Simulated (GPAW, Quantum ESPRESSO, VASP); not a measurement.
One structure in several programs: HfAu (P4/nmm, 4 atoms in the cell)

Self-consistent single point, at a second geometry (lattice scaled by 0.98). First geometry:

```xyz
4
Lattice="3.4839 0.0000 0.0000 0.0000 3.4839 0.0000 0.0000 0.0000 6.3205" Properties=species:S:1:pos:R:3 pbc="T T T"
Hf     0.0000     1.7419     5.3824
Hf     1.7419     0.0000     0.9381
Au     0.0000     1.7419     2.3476
Au     1.7419     0.0000     3.9729
```

Shared settings, as Quantum ESPRESSO writes them: occupations = smearing; smearing = gauss; degauss = 0.0073499 Ry; K_POINTS = automatic 8 8 4 0 0 0. Potentials and cutoffs stand in the table.

```
code                                                              model  ΔF from the first geometry (meV/atom)  pressure (GPa)  largest force (eV/Å)  cutoff
----------------  -----------------------------------------------------  -------------------------------------  --------------  --------------------  ------
Quantum ESPRESSO   PBEsol, GBRV 1.5 ultrasoft (PBESOL) pseudopotentials                                   13.6            6.87                 0.177   40 Ry
VASP                         PBEsol, VASP's PBE PAW potentials (set 64)                                   10.2            6.26                 0.141  300 eV
GPAW              PBEsol, GPAW PAW datasets PBEsol (made by gpaw-setup)                                   22.9            8.88                 0.251  600 eV
```

For Quantum ESPRESSO (by 0.5 GPa) and VASP (by 0.5 GPa) the energy change implies a higher mean pressure, against the two pressures, than for the other programs: a sign of finite-basis (Pulay) stress.

Size of the force on each atom (eV/Å): Sizes of forces hide their directions.

```tsv
code	Hf1	Hf2	Au3	Au4
Quantum ESPRESSO	0.143	0.143	0.177	0.177
VASP	0.141	0.141	0.124	0.124
GPAW	0.251	0.251	0.145	0.145
```

On Quantum ESPRESSO's run: spin-orbit coupling is off.

The spread over the programs that give each value: ΔF from the first geometry within 12.7 meV/atom; pressure within 2.62 GPa; largest force within 0.110 eV/Å.

In the pressure, GPAW (by 2.01) lies more than 1 GPa from the median of the plane-wave programs. In the force vectors, GPAW (by 0.107) lies more than 0.08 eV/Å from the median of the plane-wave programs.

VASP's run is marked for a possible Pulay error in its stress at this cutoff; no cutoff test was made.

The starting cell comes from a database of computed structures (which also holds hypothetical and non-ambient phases and stackings), without a prior relaxation at this level. For this run, on top of that: lattice scaled by 0.98.

Left out of this page: Ansatz, ABINIT, CP2K, Elk, FLEUR and SIESTA (not drawn, or without a comparable value).
